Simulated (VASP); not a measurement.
# LaAgSb2: structure and properties in VASP, part 2 of 7

What structure and properties does PBEsol give LaAgSb2, and how near are they to the measured ones? The start is a computed cell from the Materials Project.

VASP 6.6.1; PBEsol; plane waves and PAW (La, Ag, Sb).

Still holding for the runs below: The k-mesh is coarse for a metal.

So far. Step 2 (Relaxing cell and atoms (PBEsol)): It ends with a largest force of 0.005 eV/Å and a pressure of -0.02 GPa.

## Step 3: Second relaxation

The basis stayed that of the start cell while the cell moved. A rerun from the cell reached resets it; the error of the finite cutoff stays.

INCAR

```
SYSTEM = LaAgSb2
PREC = Accurate
ENCUT = 400
EDIFF = 1E-06
NELM = 100
ISMEAR = 0
SIGMA = 0.05
LREAL = .FALSE.
ALGO = Normal
GGA = PS
NBANDS = 40
LORBIT = 11
LWAVE = .FALSE.
LCHARG = .FALSE.
KPAR = 4
IBRION = 2
NSW = 60
ISIF = 3
EDIFFG = -0.01
```

POSCAR

```
LaAgSb2
1.0
    4.4089042921      0.0000000000      0.0000000000
    0.0000000000      4.4089042921      0.0000000000
    0.0000000000      0.0000000000     10.4980201740
La Ag Sb
2 2 4
Direct
    0.0000000000      0.5000000000      0.2587664934
    0.5000000000      0.0000000000      0.7412335066
    0.0000000000      0.0000000000      0.0000000000
    0.5000000000      0.5000000000      0.0000000000
    0.0000000000      0.5000000000      0.8279640808
    0.5000000000      0.0000000000      0.1720359192
    0.0000000000      0.0000000000      0.5000000000
    0.5000000000      0.5000000000      0.5000000000
```

KPOINTS

```
Automatic mesh
0
Gamma
5 5 2
0 0 0
```

The projector-augmented-wave data sets are La, Ag and Sb (PBE family, release 64).

Command:

```bash
> mpirun -np 4 vasp_std
```

Output:

```text
[banner, memory and clock lines left out]
running    4 mpi-ranks, on    1 nodes
 distrk:  each k-point on    1 cores,    4 groups
 distr:  one band on    1 cores,    1 groups

 POSCAR found type information on POSCAR LaAgSb
 POSCAR found :  3 types and       8 ions
 [... a notice as in an earlier step ...]

 LDA part: xc-table for (Slater+PW92), standard interpolation
 POSCAR, INCAR and KPOINTS ok, starting setup
 FFT: planning ... GRIDC
 FFT: planning ... GRID_SOFT
 FFT: planning ... GRID
 WAVECAR not read
 entering main loop
       N       E                     dE             d eps       ncg     rms          rms(c)
DAV:   1     0.559083287591E+03    0.55908E+03   -0.19882E+04   960   0.158E+03
DAV:   2     0.925308414859E+02   -0.46655E+03   -0.43307E+03  1144   0.329E+02
DAV:   3    -0.223557912889E+02   -0.11489E+03   -0.10924E+03  1376   0.164E+02
DAV:   4    -0.423633592222E+02   -0.20008E+02   -0.18820E+02  1808   0.687E+01
DAV:   5    -0.439947777636E+02   -0.16314E+01   -0.16098E+01  1752   0.195E+01    0.114E+01
DAV:   6    -0.417392280583E+02    0.22555E+01   -0.29372E+01  1664   0.388E+01    0.948E+00
DAV:   7    -0.417587043985E+02   -0.19476E-01   -0.44352E+00  1552   0.152E+01    0.502E+00
DAV:   8    -0.417034870942E+02    0.55217E-01   -0.70953E-01  1624   0.535E+00    0.173E+00
DAV:   9    -0.416930540532E+02    0.10433E-01   -0.92865E-02  1616   0.223E+00    0.320E-01
DAV:  10    -0.416930810630E+02   -0.27010E-04   -0.11627E-02  1760   0.669E-01    0.154E-01
DAV:  11    -0.416933713794E+02   -0.29032E-03   -0.22545E-03  1872   0.268E-01    0.751E-02
DAV:  12    -0.416934720882E+02   -0.10071E-03   -0.33563E-04  1744   0.760E-02    0.477E-02
DAV:  13    -0.416935575077E+02   -0.85420E-04   -0.35556E-04  1824   0.745E-02    0.182E-02
DAV:  14    -0.416935690071E+02   -0.11499E-04   -0.77877E-05  1920   0.321E-02    0.975E-03
DAV:  15    -0.416935709752E+02   -0.19680E-05   -0.23737E-05  1840   0.214E-02    0.293E-03
DAV:  16    -0.416935712254E+02   -0.25021E-06   -0.20920E-06  1000   0.642E-03
   1 F= -.41693571E+02 E0= -.41691691E+02  d E =-.416936E+02
 curvature:   0.00 expect dE= 0.000E+00 dE for cont linesearch  0.000E+00
 trial: gam= 0.00000 g(F)=  0.424E-05 g(S)=  0.545E-04 ort = 0.000E+00 (trialstep = 0.100E+01)
 search vector abs. value=  0.588E-04
 bond charge predicted
       N       E                     dE             d eps       ncg     rms          rms(c)
DAV:   1    -0.416939792226E+02   -0.40825E-03   -0.96358E-03  1408   0.762E-01    0.126E-01
DAV:   2    -0.416936266980E+02    0.35252E-03   -0.14528E-03  1496   0.327E-01    0.484E-02
DAV:   3    -0.416936022193E+02    0.24479E-04   -0.14030E-04  1576   0.792E-02    0.316E-02
DAV:   4    -0.416935942734E+02    0.79459E-05   -0.49362E-05  1648   0.465E-02    0.711E-03
DAV:   5    -0.416935935728E+02    0.70059E-06   -0.11026E-05  1280   0.248E-02    0.599E-03
DAV:   6    -0.416935944746E+02   -0.90185E-06   -0.11890E-06   816   0.123E-02
   2 F= -.41693594E+02 E0= -.41691691E+02  d E =-.232493E-04
 trial-energy change:   -0.000023  1 .order   -0.000026   -0.000059    0.000008
 step:   0.8845(harm=  0.8845)  dis= 0.00022  next Energy=   -41.693597 (dE=-0.260E-04)
 reached required accuracy - stopping structural energy minimisation
```

It took 19 s on 4 MPI ranks of Intel Xeon 6975P-C (Granite Rapids), shared host; peak memory 1.2 GiB.

OUTCAR, selected parts (step 3):

```text
  LATTYP: Found a simple tetragonal cell.
 ALAT       =     4.4089042921
 C/A-ratio  =     2.3810950473

 Found     12 irreducible k-points:

   dimension x,y,z NGX =    30 NGY =   30 NGZ =   70
   dimension x,y,z NGXF=    60 NGYF=   60 NGZF=  140

   ENCUT  =  400.0 eV  29.40 Ry    5.42 a.u.   7.19  7.19 17.12*2*pi/ulx,y,z

   NELECT =      64.0000    total number of electrons

 E-fermi :   8.3683

 k-point     1 :       0.0000    0.0000    0.0000
  band No.  band energies     occupation
    ...
     26       5.5371      2.00000
     27       7.0259      2.00000
     28       7.0259      2.00000
     29       7.1574      2.00000
     30       7.8856      2.00000
     31       8.6980      0.00000
     32       8.7633      0.00000
     33       8.7633      0.00000
     34       9.9254      0.00000
     35      10.3675      0.00000
    ...

 k-point     2 :       0.2000    0.0000    0.0000
  band No.  band energies     occupation
    ...
     28       6.7846      2.00000
     29       7.1047      2.00000
     30       8.0148      2.00000
     31       8.1014      2.00000
     32       8.3426      1.53181
     33       9.5200      0.00000
     34       9.7431      0.00000
     35       9.8417      0.00000
     36       9.9479      0.00000
     37      10.2258      0.00000
    ...

  Total        0.0367347      0.0367347     -0.0085517      0.0000000      0.0000000      0.0000000
  in kB        0.2886679      0.2886679     -0.0672009      0.0000000      0.0000000      0.0000000
  external PRESSURE =       0.1700450 kB  Pullay stress =       0.0000000 kB

  energy-cutoff  :      400.00
  volume of cell :      203.89
      direct lattice vectors                 reciprocal lattice vectors
     4.408104729  0.000000000 -0.000000000     0.226854864  0.000000000  0.000000000
     0.000000000  4.408104729  0.000000000     0.000000000  0.226854864  0.000000000
    -0.000000000  0.000000000 10.492635400     0.000000000  0.000000000  0.095304941

 POSITION                                       TOTAL-FORCE (eV/Angst)
 -----------------------------------------------------------------------------------
     -0.00000      2.20405      2.71495         0.000000     -0.000000     -0.003582
      2.20405      4.40810      7.77769        -0.000000      0.000000      0.003582
      0.00000      0.00000      0.00000        -0.000000     -0.000000      0.000000
      2.20405      2.20405     -0.00000        -0.000000      0.000000      0.000000
     -0.00000      2.20405      8.68778         0.000000      0.000000     -0.000262
      2.20405      0.00000      1.80486        -0.000000     -0.000000      0.000262
     -0.00000      4.40810      5.24632        -0.000000      0.000000      0.000000
      2.20405      2.20405      5.24632        -0.000000     -0.000000      0.000000
 -----------------------------------------------------------------------------------
    total drift:                                0.000000      0.000000     -0.000000

  FREE ENERGIE OF THE ION-ELECTRON SYSTEM (eV)
  ---------------------------------------------------
  free  energy   TOTEN  =       -41.6935944746 eV

  energy  without entropy=      -41.6897884750  energy(sigma->0) =      -41.69169147

 total charge
# of ion       s       p       d       f       tot
--------------------------------------------------
    1        2.024   5.622   0.762   0.143   8.552
    2        2.024   5.622   0.762   0.143   8.552
    3        0.409   0.348   9.140   0.000   9.897
    4        0.409   0.348   9.140   0.000   9.897
    5        1.131   1.332   0.031   0.000   2.494
    6        1.131   1.332   0.031   0.000   2.494
    7        1.180   1.226   0.031   0.000   2.437
    8        1.180   1.226   0.031   0.000   2.437
--------------------------------------------------
tot          9.490  17.056  19.927   0.286  46.759

[... 5 parts as in an earlier step ...]

[... 6 further parts left out ...]
```

Little changed from the start: no atom moved by 0.005 Å and no cell edge by 0.1 %.

This step gave:

* free energy (TOTEN): -41.69 eV
* energy at zero smearing: -41.69 eV
* Fermi energy: 8.368 eV
* pressure: 0.01700 GPa
* SCF cycles over all ionic steps: 22

It ends with a largest force of 0.004 eV/Å and a pressure of 0.02 GPa. The volume moved by only 0.09 %, so the cell is settled.

## Step 4: Density, ELF and potential (PBEsol)

The relaxed cell gets a fresh self-consistent run, on a basis set for its own volume, to fix the density and to check the remaining stress.

Changes to INCAR since step 3:

```diff
@@ -13,7 +13,5 @@
 LWAVE = .FALSE.
-LCHARG = .FALSE.
-KPAR = 4
-IBRION = 2
-NSW = 60
-ISIF = 3
-EDIFFG = -0.01
+LCHARG = .TRUE.
+ISIF = 2
+LELF = .TRUE.
+LVHAR = .TRUE.
```

POSCAR

```
LaAgSb2
1.0
    4.4081047292      0.0000000000      0.0000000000
    0.0000000000      4.4081047292      0.0000000000
    0.0000000000      0.0000000000     10.4926354002
La Ag Sb
2 2 4
Direct
    0.0000000000      0.5000000000      0.2587479619
    0.5000000000      0.0000000000      0.7412520381
    0.0000000000      0.0000000000      0.0000000000
    0.5000000000      0.5000000000      0.0000000000
    0.0000000000      0.5000000000      0.8279882607
    0.5000000000      0.0000000000      0.1720117393
    0.0000000000      0.0000000000      0.5000000000
    0.5000000000      0.5000000000      0.5000000000
```

KPOINTS is that of step 3.

Command:

```bash
> mpirun -np 4 vasp_std
```

Output:

```text
[banner, memory and clock lines left out]
running    4 mpi-ranks, on    1 nodes
 distrk:  each k-point on    4 cores,    1 groups
 distr:  one band on    1 cores,    4 groups

 POSCAR found type information on POSCAR LaAgSb
 POSCAR found :  3 types and       8 ions
 [... a notice as in an earlier step ...]

 LDA part: xc-table for (Slater+PW92), standard interpolation
 POSCAR, INCAR and KPOINTS ok, starting setup
 FFT: planning ... GRIDC
 FFT: planning ... GRID_SOFT
 FFT: planning ... GRID
 WAVECAR not read
 entering main loop
       N       E                     dE             d eps       ncg     rms          rms(c)
DAV:   1     0.554105992813E+03    0.55411E+03   -0.19711E+04   960   0.156E+03
DAV:   2     0.883091571042E+02   -0.46580E+03   -0.43347E+03  1152   0.328E+02
DAV:   3    -0.220107500673E+02   -0.11032E+03   -0.10512E+03  1400   0.159E+02
DAV:   4    -0.423993152337E+02   -0.20389E+02   -0.19275E+02  1816   0.659E+01
DAV:   5    -0.439945915576E+02   -0.15953E+01   -0.15714E+01  1696   0.200E+01    0.114E+01
DAV:   6    -0.417482673898E+02    0.22463E+01   -0.29802E+01  1688   0.393E+01    0.953E+00
DAV:   7    -0.417602690717E+02   -0.12002E-01   -0.44488E+00  1496   0.154E+01    0.505E+00
DAV:   8    -0.417035613143E+02    0.56708E-01   -0.73990E-01  1648   0.546E+00    0.173E+00
DAV:   9    -0.416930634338E+02    0.10498E-01   -0.93215E-02  1584   0.223E+00    0.321E-01
DAV:  10    -0.416930137503E+02    0.49683E-04   -0.12388E-02  1720   0.701E-01    0.156E-01
DAV:  11    -0.416932932752E+02   -0.27952E-03   -0.23468E-03  1856   0.281E-01    0.715E-02
DAV:  12    -0.416933877073E+02   -0.94432E-04   -0.32318E-04  1672   0.786E-02    0.455E-02
DAV:  13    -0.416934700853E+02   -0.82378E-04   -0.34853E-04  1792   0.749E-02    0.182E-02
DAV:  14    -0.416934812668E+02   -0.11182E-04   -0.84154E-05  1912   0.350E-02    0.925E-03
DAV:  15    -0.416934833268E+02   -0.20599E-05   -0.23127E-05  1784   0.206E-02    0.259E-03
DAV:  16    -0.416934836939E+02   -0.36711E-06   -0.24193E-06  1024   0.722E-03
   1 F= -.41693484E+02 E0= -.41691581E+02  d E =-.380573E-02
```

The job ended after 13 s (4 MPI ranks; peak memory 0.69 GiB; 50 s of CPU time).

From OUTCAR (step 4):

```text
  LATTYP: Found a simple tetragonal cell.
 ALAT       =     4.4081047292
 C/A-ratio  =     2.3803053795

 Found     12 irreducible k-points:

   ENCUT  =  400.0 eV  29.40 Ry    5.42 a.u.   7.19  7.19 17.11*2*pi/ulx,y,z

   NELECT =      64.0000    total number of electrons

 E-fermi :   8.3683

 k-point     1 :       0.0000    0.0000    0.0000
  band No.  band energies     occupation
    ...
     26       5.5370      2.00000
     27       7.0259      2.00000
     28       7.0259      2.00000
     29       7.1574      2.00000
     30       7.8855      2.00000
     31       8.6979      0.00000
     32       8.7633      0.00000
     33       8.7633      0.00000
     34       9.9253      0.00000
     35      10.3674      0.00000
    ...

 k-point     2 :       0.2000    0.0000    0.0000
  band No.  band energies     occupation
    ...
     28       6.7846      2.00000
     29       7.1046      2.00000
     30       8.0148      2.00000
     31       8.1013      2.00000
     32       8.3426      1.53183
     33       9.5199      0.00000
     34       9.7430      0.00000
     35       9.8416      0.00000
     36       9.9479      0.00000
     37      10.2258      0.00000
    ...

  Total        0.0480232      0.0480232      0.0025912      0.0000000      0.0000000      0.0000000
  in kB        0.3773748      0.3773748      0.0203621      0.0000000      0.0000000      0.0000000
  external PRESSURE =       0.2583706 kB  Pullay stress =       0.0000000 kB

  energy-cutoff  :      400.00
  volume of cell :      203.89
      direct lattice vectors                 reciprocal lattice vectors
     4.408104729  0.000000000  0.000000000     0.226854864  0.000000000  0.000000000
     0.000000000  4.408104729  0.000000000     0.000000000  0.226854864  0.000000000
     0.000000000  0.000000000 10.492635400     0.000000000  0.000000000  0.095304941

 POSITION                                       TOTAL-FORCE (eV/Angst)
 -----------------------------------------------------------------------------------
      0.00000      2.20405      2.71495        -0.000000     -0.000000     -0.004464
      2.20405      0.00000      7.77769        -0.000000      0.000000      0.004464
      0.00000      0.00000      0.00000         0.000000      0.000000      0.000000
      2.20405      2.20405      0.00000         0.000000     -0.000000      0.000000
      0.00000      2.20405      8.68778         0.000000     -0.000000     -0.000124
      2.20405      0.00000      1.80486         0.000000      0.000000      0.000124
      0.00000      0.00000      5.24632         0.000000     -0.000000      0.000000
      2.20405      2.20405      5.24632         0.000000     -0.000000      0.000000
 -----------------------------------------------------------------------------------
    total drift:                                0.000000      0.000000      0.000000

  FREE ENERGIE OF THE ION-ELECTRON SYSTEM (eV)
  ---------------------------------------------------
  free  energy   TOTEN  =       -41.6934836939 eV

  energy  without entropy=      -41.6896779643  energy(sigma->0) =      -41.69158083

 total charge
# of ion       s       p       d       f       tot
--------------------------------------------------
    1        2.025   5.622   0.762   0.143   8.552
    2        2.025   5.622   0.762   0.143   8.552
    3        0.409   0.348   9.140   0.000   9.897
    4        0.409   0.348   9.140   0.000   9.897
    5        1.131   1.332   0.031   0.000   2.494
    6        1.131   1.332   0.031   0.000   2.494
    7        1.180   1.226   0.031   0.000   2.437
    8        1.180   1.226   0.031   0.000   2.437
--------------------------------------------------
tot          9.490  17.056  19.927   0.286  46.759

[... 6 parts as in an earlier step ...]

[... 5 further parts left out ...]
```

Numbers from this step:

* SCF cycles: 16
* pressure: 0.02584 GPa

Valence electrons inside each PAW sphere by angular momentum. Sphere charges, by row:

```
atom  s (e)  p (e)  d (e)  f (e)  tot (e)
 La1  2.025  5.622  0.762  0.143    8.552
 La2  2.025  5.622  0.762  0.143    8.552
 Ag3  0.409  0.348   9.14      0    9.897
 Ag4  0.409  0.348   9.14      0    9.897
 Sb5  1.131  1.332  0.031      0    2.494
 Sb6  1.131  1.332  0.031      0    2.494
 Sb7   1.18  1.226  0.031      0    2.437
 Sb8   1.18  1.226  0.031      0    2.437
```

Electrostatic potential energy in the ac plane at fractional y = 0.000, with atoms of La and Ag and Sb within 0.2 Å of it. With pseudopotentials it is smooth inside the atoms' cores, unlike the true potential.

Ten even steps from '0' (-93 eV) to '9' (4 eV), each cell a mean:
```
23689999999753
67899999999976
99999999999999
99999887889999
99998532468999
99986100037999
99986200037999
99998532468999
99999887889999
78999999999988
23689999999852
00389999999620
01489999999730
45799999999875
99999999999999
99999999999999
99999999999999
99999877789999
99998421268999
99996200037999
99997310158999
88999755689998
45799999999864
23589999999742
```
Columns run along a (4.4 Å; values clipped at the 3rd and 97th percentile), rows up along c (10.5 Å). Atoms in or near the plane, at fractional coordinates: La at (0.50, 0.74), Ag at (0.00, 0.00), Sb at (0.50, 0.17), Sb at (0.00, 0.50).

ELF in the ac plane at fractional y = 0.000, with atoms of La and Ag and Sb within 0.2 Å of it. It is the smooth field of the valence electrons, not physical close to the nuclei.

Ten even steps from '_' (0.01) to '@' (0.90), each cell a mean:
```
____::::::........::::--..__
::::--::::..____....::::::::
::::::............__..::::::
::::....::==####**--......::
....__::**@@@@@@@@%%==......
..____==%%@@**++%%@@##::__..
......==%%@@**++%%@@%%::__..
==--..::**@@@@@@@@%%++..::--
%%%%++::::==++**++--::--**%%
@@@@@@**--........::==%%@@@@
%%@@@@%%**--......==##%%@@@@
**##%%%%**--....::==##%%%%##
##%%%%##++::..__..--**%%%%##
@@@@@@##==..______::++%%@@@@
@@@@%%++::________..--**%%@@
##**==::....::::::....--++**
::::::--==**####**++==::::::
..::==**%%@@@@@@@@%%%%++--..
..--**%%@@@@%%%%%%@@@@##==::
::--**%%%%%%**++##%%%%##++::
::::==##%%##**++##%%%%**--::
::::::==**##########++--::::
__..::::--++++++++==--::::..
____..::::::------::::::..__
```
Columns run along a (4.4 Å), rows up along c (10.5 Å). Atoms in or near the plane, at fractional coordinates: La at (0.50, 0.74), Ag at (0.00, 0.00), Sb at (0.50, 0.17), Sb at (0.00, 0.50).

Valence density in the ac plane at fractional y = 0.000, with atoms of La and Ag and Sb within 0.2 Å of it. It is the smooth field of the valence electrons, not physical close to the nuclei.

Ten steps, logarithmic in the rise over the least value, from '0' (-0.3 e/Å³) to '9' (6.8 e/Å³), each cell a mean:
```
98754433344679
76544333344467
44444444444444
44444555544444
33445677765443
33456765675443
33456765675443
44445677665444
44444555544444
55444444444445
44544443444454
03444433444542
34444433344443
55444333334455
44443333334444
44433333333444
33344444444433
33444444444443
34445544454443
44445420345444
44445433454444
55444444444455
87654444444578
99754444444689
```
Columns run along a (4.4 Å), rows up along c (10.5 Å). Atoms in or near the plane, at fractional coordinates: La at (0.50, 0.74), Ag at (0.00, 0.00), Sb at (0.50, 0.17), Sb at (0.00, 0.50).

In this run the pressure is 0.03 GPa, small enough to go on.

(Continued in part 3 of 7.)

[Lines on the potential files, build, host, timing and source positions are cut from VASP's logs without a mark.]

[Logs are printed without paths, hosts, clocks, repeated set-up lines and the standing remarks that a program may print on its own settings, such as how far it seeks lower states.]

[Hosts, paths, dates, database ids (printed as entryN), source tags and the programs' standing remarks are cut or masked in the printed files.]

[Measured values are set beside computed ones only where the two were judged alike; some that the calculation misses by far are left out.]
